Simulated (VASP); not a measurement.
# Sb2Te4O (P4/mmm) in VASP: density of states with PBE

Aim: the density of states of Sb2Te4O with PBE.

Program: VASP 6.6.1. These are calculated values, not measurements. Logs are shortened: lines on timing, memory, paths and dates and some standing lists are left out, and cuts for length are marked.

### Step 1. The structure

The structure is tetragonal, space group P4/mmm (No. 123). Conventional cell: a = 4.618 Å, b = 4.618 Å, c = 9.888 Å, α = 90.00°, β = 90.00°, γ = 90.00°. Sb (site symmetry mmm) has 2 O at 2.31 Å as nearest neighbours. Te (site symmetry mmm) has 8 Te at 3.27 to 3.62 Å as nearest neighbours. Te (site symmetry 4mm) has 4 Sb at 3.16 Å and 4 Te at 3.62 Å as nearest neighbours. O (site symmetry 4/mmm) has 4 Sb at 2.31 Å as nearest neighbours.

The cell was built by a generator and needn't be a form met in nature.

### Step 2. Density of states, PBE

POSCAR

```
Sb2Te4O
1.0
    4.6181500000      0.0000000000      0.0000000000
    0.0000000000      4.6181500000      0.0000000000
    0.0000000000      0.0000000000      9.8879200000
Sb Te O
2 4 1
Direct
    0.0000000000      0.5000000000      0.0000000000
    0.5000000000      0.0000000000      0.0000000000
    0.0000000000      0.5000000000      0.5000000000
    0.5000000000      0.0000000000      0.5000000000
    0.5000000000      0.5000000000      0.7814370000
    0.5000000000      0.5000000000      0.2185630000
    0.0000000000      0.0000000000      0.0000000000
```

INCAR.step1

```
SYSTEM = Sb2Te4O
  PREC = Accurate
  ENCUT = 520
  EDIFF = 1E-6
  ISMEAR = 0
  SIGMA = 0.1
  LREAL = .False.
  LASPH = .True.
  NELM = 80
  ALGO = Normal
  ISIF = 2
  LWAVE = .False.
  LCHARG = .True.
  GGA = PE
  KPAR = 2
```

KPOINTS.step1

```
Automatic mesh
0
Gamma
  6 6 4
  0 0 0
```

INCAR.step2

```
SYSTEM = Sb2Te4O
  PREC = Accurate
  ENCUT = 520
  EDIFF = 1E-6
  ISMEAR = -5
  SIGMA = 0.1
  LREAL = .False.
  LASPH = .True.
  NELM = 80
  ALGO = Normal
  ISIF = 2
  LWAVE = .False.
  LCHARG = .False.
  GGA = PE
  LORBIT = 11
  KPAR = 2
  NEDOS = 2001
  ICHARG = 11
```

KPOINTS.step2

```
Automatic mesh
0
Gamma
  9 9 6
  0 0 0
```

Potentials or basis: VASP PAW PBE potentials, release 64 (Sb, Te, O).

The run is started by

```console
cat potpaw_PBE.64/Sb/POTCAR potpaw_PBE.64/Te/POTCAR potpaw_PBE.64/O/POTCAR > POTCAR
cp INCAR.step1 INCAR
cp KPOINTS.step1 KPOINTS
mpirun -np 2 vasp_std > vasp.out
cp INCAR.step2 INCAR
cp KPOINTS.step2 KPOINTS
mpirun -np 2 vasp_std > vasp.out
```

OUTCAR:

```text
SYSTEM = Sb2Te4O
   PREC = Accurate
   ENCUT = 520
   EDIFF = 1E-6
   ISMEAR = -5
   LREAL = .False.
   LASPH = .True.
   NELM = 80
   ISIF = 2
   GGA = PE
   LORBIT = 11
   ICHARG = 11

 ion  position               nearest neighbor table
   1  0.000  0.500  0.000-   7 2.31   7 2.31   5 3.16   6 3.16   5 3.16   6 3.16   2 3.27   2 3.27
                             2 3.27   2 3.27
   2  0.500  0.000  0.000-   7 2.31   7 2.31   5 3.16   5 3.16   6 3.16   6 3.16   1 3.27   1 3.27
                             1 3.27   1 3.27
   3  0.000  0.500  0.500-   4 3.27   4 3.27   4 3.27   4 3.27   6 3.62   5 3.62   6 3.62   5 3.62

   4  0.500  0.000  0.500-   3 3.27   3 3.27   3 3.27   3 3.27   5 3.62   6 3.62   6 3.62   5 3.62

   5  0.500  0.500  0.781-   1 3.16   2 3.16   2 3.16   1 3.16   3 3.62   4 3.62   4 3.62   3 3.62

   6  0.500  0.500  0.219-   1 3.16   2 3.16   2 3.16   1 3.16   3 3.62   4 3.62   4 3.62   3 3.62

   7  0.000  0.000  0.000-   1 2.31   2 2.31   1 2.31   2 2.31

  LATTYP: Found a simple tetragonal cell.
 ALAT       =     4.6181500000
 C/A-ratio  =     2.1410997910

  Lattice vectors:

 A1 = (   4.6181500000,   0.0000000000,   0.0000000000)
 A2 = (   0.0000000000,   4.6181500000,   0.0000000000)
 A3 = (   0.0000000000,   0.0000000000,   9.8879200000)

Analysis of symmetry for initial positions (statically):
=====================================================================
 Subroutine PRICEL returns:
 Original cell was already a primitive cell.

 Routine SETGRP: Setting up the symmetry group for a
 simple tetragonal supercell.

 Subroutine GETGRP returns: Found 16 space group operations
 (whereof 16 operations were pure point group operations)
 out of a pool of 16 trial point group operations.

The static configuration has the point symmetry D_4h.

Analysis of symmetry for dynamics (positions and initial velocities):
=====================================================================
 Subroutine PRICEL returns:
 Original cell was already a primitive cell.

 Routine SETGRP: Setting up the symmetry group for a
 simple tetragonal supercell.

 Subroutine GETGRP returns: Found 16 space group operations
 (whereof 16 operations were pure point group operations)
 out of a pool of 16 trial point group operations.

The dynamic configuration has the point symmetry D_4h.

 Subroutine INISYM returns: Found 16 space group operations
 (whereof 16 operations are pure point group operations),
 and found     1 'primitive' translations

----------------------------------------------------------------------------------------

                                     Primitive cell

  volume of cell :     210.8827

  direct lattice vectors                    reciprocal lattice vectors
     4.618150000  0.000000000  0.000000000     0.216536925  0.000000000  0.000000000
     0.000000000  4.618150000  0.000000000     0.000000000  0.216536925  0.000000000
     0.000000000  0.000000000  9.887920000     0.000000000  0.000000000  0.101133504

  length of vectors
     4.618150000  4.618150000  9.887920000     0.216536925  0.216536925  0.101133504

  position of ions in fractional coordinates (direct lattice)
     0.000000000  0.500000000  0.000000000
     0.500000000  0.000000000  0.000000000
     0.000000000  0.500000000  0.500000000
     0.500000000  0.000000000  0.500000000
     0.500000000  0.500000000  0.781437000
     0.500000000  0.500000000  0.218563000
     0.000000000  0.000000000  0.000000000

  ion indices of the primitive-cell ions
   primitive index   ion index
                 1           1
                 2           2
                 3           3
                 4           4
                 5           5
                 6           6
                 7           7

----------------------------------------------------------------------------------------

 KPOINTS: Automatic mesh

Automatic generation of k-mesh.
 Grid dimensions read from file:
 generate k-points for:    9    9    6

 Generating k-lattice:

  Cartesian coordinates                     Fractional coordinates (reciprocal lattice)
     0.024059658  0.000000000  0.000000000     0.111111111  0.000000000  0.000000000
     0.000000000  0.024059658  0.000000000     0.000000000  0.111111111  0.000000000
     0.000000000  0.000000000  0.016855584     0.000000000  0.000000000  0.166666667

  Length of vectors
     0.024059658  0.024059658  0.016855584

  Shift w.r.t. Gamma in fractional coordinates (k-lattice)
     0.000000000  0.000000000  0.000000000

 TETIRR: Found    723 inequivalent tetrahedra from     2916

 Subroutine IBZKPT returns following result:
 ===========================================

 Found     60 irreducible k-points:

 Following reciprocal coordinates:
            Coordinates               Weight
  0.000000  0.000000  0.000000      1.000000
  0.111111  0.000000  0.000000      4.000000
  0.222222  0.000000  0.000000      4.000000
  0.333333  0.000000  0.000000      4.000000
  0.444444  0.000000  0.000000      4.000000
  0.111111  0.111111  0.000000      4.000000
[... 16 lines left out ...]
  0.333333  0.111111  0.166667     16.000000
  0.444444  0.111111  0.166667     16.000000
 [... further k-points ...]
   k-points           NKPTS =     60   k-points in BZ     NKDIM =     60   number of bands    NBANDS=     24
   number of dos      NEDOS =   2001   number of ions     NIONS =      7
   total plane-waves  NPLWV = 103680
   dimension x,y,z NGX =    36 NGY =   36 NGZ =   80
   dimension x,y,z NGXF=    72 NGYF=   72 NGZF=  160
   ions per type =               2   4   1
   NGX,Y,Z   is equivalent  to a cutoff of  12.96, 12.96, 13.45 a.u.
   NGXF,Y,Z  is equivalent  to a cutoff of  25.92, 25.92, 26.90 a.u.
 SYSTEM =  Sb2Te4O
   PREC   = accura    normal or accurate (medium, high low for compatibility)
   ISTART =      0    job   : 0-new  1-cont  2-samecut
   ICHARG =     11    charge: 1-file 2-atom 10-const
   ISPIN  =      1    spin polarized calculation?
   LNONCOLLINEAR =      F non collinear calculations
   LSORBIT =      F    spin-orbit coupling
   LASPH  =      T    aspherical Exc in radial PAW
   ENCUT  =  520.0 eV  38.22 Ry    6.18 a.u.   8.59  8.59 18.38*2*pi/ulx,y,z
   NELM   =     80;   NELMIN=  2; NELMDL=  0     # of ELM steps
   EDIFF  = 0.1E-05   stopping-criterion for ELM
   LREAL  =      F    real-space projection
   EDIFFG = 0.1E-04   stopping-criterion for IOM
   NSW    =      0    number of steps for IOM
   IBRION =     -1    ionic relax: 0-MD 1-quasi-New 2-CG
   NFREE  =      0    steps in history (QN), initial steepest desc. (CG)
   ISIF   =      2    stress and relaxation
   ISYM   =      2    0-nonsym 1-usesym 2-fastsym
   POTIM  = 0.5000    time-step for ionic-motion
   TEBEG  =    0.0;   TEEND  =   0.0 temperature during run
   PSTRESS=    0.0 pullay stress
   NELECT =      40.0000    total number of electrons
   NUPDOWN=      -1.0000    fix difference up-down
   EMIN   =  10.00;   EMAX   =-10.00  energy-range for DOS
   EFERMI =   0.00;   METHOD = LEGACY
   ISMEAR =    -5;   SIGMA  =   0.10  broadening in eV -4-tet -1-fermi 0-gaus
   EFERMI_NEDOS =   21; number of points for ismear=-14 and -15
   IALGO  =     38    algorithm
   IMIX   =      4    mixing-type and parameters
     AMIX     =   0.40;   BMIX     =  1.00
     AMIX_MAG =   1.60;   BMIX_MAG =  1.00
  volume/ion in A,a.u.               =      30.13       203.30
  Fermi-wavevector in a.u.,A,eV,Ry     =   0.940621  1.777515 12.037988  0.884767
  Thomas-Fermi vector in A             =   2.068051
   LORBIT       =     11    0 simple, 1 ext, 2 COOP (PROOUT), +10 PAW based schemes
   GGA     = PE    functional components
   LHFCALC =     F    Hartree Fock is set to
   AEXX    =    0.0000 exact exchange contribution
   IVDW    =     0    specifies the selected vdW correction
   LEPSILON=     F    determine dielectric tensor
   LRPA    =     F    only Hartree local field effects (RPA)
 non-spin polarized calculation
 Fermi weights with tetrahedron method with Bloechl corrections
  energy-cutoff  :      520.00
  volume of cell :      210.88
 maximum number of plane-waves:      5695
 NGX is ok and might be reduce to    36

 number of electron      40.0000002 magnetization

 Free energy of the ion-electron system (eV)
  ---------------------------------------------------
  ext. energy  EPLUGINS =         0.00000000
  ---------------------------------------------------
  free energy    TOTEN  =       -26.31140614 eV

  energy without entropy =      -26.31140614  energy(sigma->0) =      -26.31140614

 E-fermi :   5.6779     XC(G=0):  -9.0347

 val. band max:        5.7873189433   @ k =   0.4444   0.3333   0.3333
 cond. band min:       5.5912204248   @ k =   0.2222   0.1111   0.5000
 fundamental gap:     -0.1960985186
 Fermi energy:         5.6778837202

 k-point     1 :       0.0000    0.0000    0.0000
  band No.  band energies     occupation
      1     -13.3089      2.00000
      2      -6.9321      2.00000
      3      -6.0768      2.00000
      4      -5.6117      2.00000
      5      -3.2095      2.00000
      6      -2.4902      2.00000
[... 16 lines left out ...]
     23       7.0736      0.00000
     24       7.8784      0.00000

 k-point     2 :       0.1111    0.0000    0.0000
  band No.  band energies     occupation
      1     -13.2997      2.00000
      2      -6.8920      2.00000
      3      -6.0528      2.00000
      4      -5.5835      2.00000
      5      -3.3673      2.00000
      6      -2.6533      2.00000
[... 16 lines left out ...]
     23       6.9943      0.00000
     24       7.5148      0.00000

 k-point     3 :       0.2222    0.0000    0.0000
  band No.  band energies     occupation
      1     -13.2759      2.00000
      2      -6.7957      2.00000
      3      -5.9674      2.00000
      4      -5.5092      2.00000
      5      -3.7867      2.00000
      6      -3.1316      2.00000
[... 16 lines left out ...]
     23       6.8041      0.00000
     24       7.2139      0.00000

 k-point     4 :       0.3333    0.0000    0.0000
  band No.  band energies     occupation
      1     -13.2484      2.00000
      2      -6.7109      2.00000
      3      -5.7693      2.00000
      4      -5.4195      2.00000
      5      -4.3425      2.00000
      6      -3.4164      2.00000
[... 16 lines left out ...]
     23       7.2101      0.00000
     24       7.2812      0.00000

 k-point     5 :       0.4444    0.0000    0.0000
  band No.  band energies     occupation
      1     -13.2300      2.00000
      2      -6.6807      2.00000
      3      -5.4119      2.00000
      4      -5.3576      2.00000
      5      -4.9108      2.00000
      6      -3.4306      2.00000
[... 451 lines left out ...]
 k-point    22 :       0.2222    0.1111    0.1667
  band No.  band energies     occupation
      1     -13.2678      2.00000
      2      -6.7215      2.00000
      3      -6.0544      2.00000
      4      -5.3486      2.00000
      5      -3.8508      2.00000
      6      -3.3323      2.00000
[... 16 lines left out ...]
     23       7.0313      0.00000
     24       7.4444      0.00000

 k-point    23 :       0.3333    0.1111    0.1667
  band No.  band energies     occupation
      1     -13.2411      2.00000
      2      -6.6319      2.00000
      3      -5.8511      2.00000
      4      -5.2582      2.00000
      5      -4.3412      2.00000
      6      -3.6281      2.00000
[... 16 lines left out ...]
     23       7.0057      0.00000
     24       7.3252      0.00000

 k-point    24 :       0.4444    0.1111    0.1667
  band No.  band energies     occupation
      1     -13.2233      2.00000
      2      -6.5970      2.00000
      3      -5.5698      2.00000
      4      -5.1635      2.00000
      5      -4.8312      2.00000
      6      -3.6422      2.00000
[... 16 lines left out ...]
     23       6.8847      0.00000
     24       7.3144      0.00000

 [... further k-points ...]

------------------------ aborting loop because EDIFF is reached ----------------------------------------

  FORCE on cell =-STRESS in cart. coord.  units (eV):
  Direction    XX          YY          ZZ          XY          YZ          ZX
  --------------------------------------------------------------------------------------
  -------------------------------------------------------------------------------------
  Total        0.4356472      0.4356472      0.0595993      0.0000000      0.0000000     -0.0000000
  in kB        3.3098212      3.3098212      0.4528042      0.0000000      0.0000000     -0.0000000
  external PRESSURE =       2.3574822 kB  Pullay stress =       0.0000000 kB

 VOLUME and BASIS-vectors are now :
 -----------------------------------------------------------------------------
  energy-cutoff  :      520.00
  volume of cell :      210.88
      direct lattice vectors                 reciprocal lattice vectors
     4.618150000  0.000000000  0.000000000     0.216536925  0.000000000  0.000000000
     0.000000000  4.618150000  0.000000000     0.000000000  0.216536925  0.000000000
     0.000000000  0.000000000  9.887920000     0.000000000  0.000000000  0.101133504

 POSITION                                       TOTAL-FORCE (eV/Angst)
 -----------------------------------------------------------------------------------
      0.00000      2.30907      0.00000         0.000000     -0.000000      0.000000
      2.30907      0.00000      0.00000         0.000000     -0.000000      0.000000
      0.00000      2.30907      4.94396         0.000000     -0.000000      0.000000
      2.30907      0.00000      4.94396         0.000000     -0.000000      0.000000
      2.30907      2.30907      7.72679         0.000000      0.000000      0.062204
      2.30907      2.30907      2.16113         0.000000      0.000000     -0.062204
      0.00000      0.00000      0.00000         0.000000     -0.000000      0.000000
 -----------------------------------------------------------------------------------
    total drift:                               -0.000000     -0.000000     -0.000000

  FREE ENERGIE OF THE ION-ELECTRON SYSTEM (eV)
  ---------------------------------------------------
  free  energy   TOTEN  =       -26.3114061412 eV

  energy  without entropy=      -26.3114061412  energy(sigma->0) =      -26.31140614

 total charge

# of ion       s       p       d       tot
------------------------------------------
    1        1.298   0.918   0.067   2.283
    2        1.298   0.918   0.067   2.283
    3        1.432   1.766   0.029   3.228
    4        1.432   1.766   0.029   3.228
    5        1.430   1.818   0.036   3.284
    6        1.430   1.818   0.036   3.284
    7        1.597   3.346   0.000   4.943
--------------------------------------------------
tot          9.918  12.350   0.264  22.533
```

It took 2.6 min on 2 MPI ranks of Intel Xeon Platinum 8488C (Sapphire Rapids), shared host; peak memory 0.47 GiB.

What came out:

| Quantity | Value |
| --- | --- |
| Valence electrons inside the program's atomic spheres | Sb 2.28; Te 3.23, 3.28; O 4.94 |

Levels at points of the mesh, in eV from the Fermi level:
| k point | band 18 | band 19 | band 20 | band 21 | band 22 | band 23 |
| --- | --- | --- | --- | --- | --- | --- |
| (0.00, 0.00, 0.00) | -0.96 | -0.64 | -0.54 | 0.46 | 1.40 | 1.40 |
| (0.00, 0.00, 0.50) | -1.27 | -0.10 | -0.10 | 0.51 | 1.24 | 1.24 |

States per cell in windows of 1 eV (zero at the Fermi level; states under -8 eV left out):
| from (eV) | total | O7_p | Te3_p | Te4_p | Te5_p | Te6_p | Sb1_p |
| --- | --- | --- | --- | --- | --- | --- | --- |
| -8.0 | 0.05 | 0.00 | 0.00 | 0.00 | 0.00 | 0.00 | 0.00 |
| -7.0 | 0.96 | 0.35 | 0.00 | 0.00 | 0.01 | 0.01 | 0.08 |
| -6.0 | 1.33 | 0.27 | 0.02 | 0.02 | 0.05 | 0.05 | 0.09 |
| -5.0 | 4.22 | 0.66 | 0.16 | 0.16 | 0.23 | 0.23 | 0.19 |
| -4.0 | 5.56 | 0.76 | 0.38 | 0.38 | 0.34 | 0.34 | 0.15 |
| -3.0 | 5.43 | 0.73 | 0.32 | 0.32 | 0.45 | 0.45 | 0.13 |
| -2.0 | 4.36 | 0.20 | 0.37 | 0.37 | 0.41 | 0.41 | 0.10 |
| -1.0 | 4.15 | 0.07 | 0.50 | 0.50 | 0.30 | 0.30 | 0.12 |
| 0.0 | 2.85 | 0.07 | 0.35 | 0.35 | 0.19 | 0.19 | 0.12 |
| 1.0 | 4.37 | 0.12 | 0.30 | 0.30 | 0.35 | 0.35 | 0.37 |
| 2.0 | 0.77 | 0.01 | 0.06 | 0.06 | 0.06 | 0.06 | 0.08 |
| 3.0 | 0.01 | 0.00 | 0.00 | 0.00 | 0.00 | 0.00 | 0.00 |

Caveat: tetrahedron occupations give inexact forces and stress in metals. The run has no spin-orbit coupling, so splittings on Sb, Te are missing.
